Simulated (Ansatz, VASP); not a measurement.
## Ru3N2: VASP beside Ansatz

```xyz
5
Lattice="3.1654 0.0000 0.0000 -1.5827 2.7413 0.0000 0.0000 0.0000 6.4294" Properties=species:S:1:pos:R:3 pbc="T T T"
Ru    0.0000    0.0000    0.0000
Ru    0.0000    1.8275    4.2972
Ru    1.5827    0.9138    2.1322
N     0.0000    1.8275    1.2869
N     1.5827    0.9138    5.1425
```

Alike in both runs: functional PBE; k mesh 6 × 6 × 4; occupations gaussian, width 0.1 eV; no spin polarisation.

Ansatz relaxed the structure, and its values are those at the end. VASP's run is a single point on that final structure, the one shown.

|  | VASP | Ansatz |
| --- | --- | --- |
| version | VASP 6.6.1 | Ansatz 0.2.0 |
| potentials or method | VASP PAW PBE potentials, release 64 (Ru_pv, N) | scalar-relativistic, plane waves, PAW |
| plane-wave cutoff (eV) | 520 | 420 |
| valence electrons in the cell | 52 | 58 |

VASP gave:

```
gap on the k mesh at the Fermi level (eV) : none
pressure (GPa)                            : 0.3
rms of the force components (eV/Å)        : 0.012
```

**Question.** What did Ansatz give for the same quantities?

**Answer.** gap on the k mesh at the Fermi level (eV): none; pressure (GPa): 0.0; rms of the force components (eV/Å): 0.001.

A gap of «none» marks a metal or a gap that the smearing closes. With one functional, cell and mesh, what is left measures potentials, basis and numerics. The two sets of potentials don't hold the same shells in valence.

Caveats: the k mesh is coarse (spacing up to 0.38 Å⁻¹), so the values aren't converged.
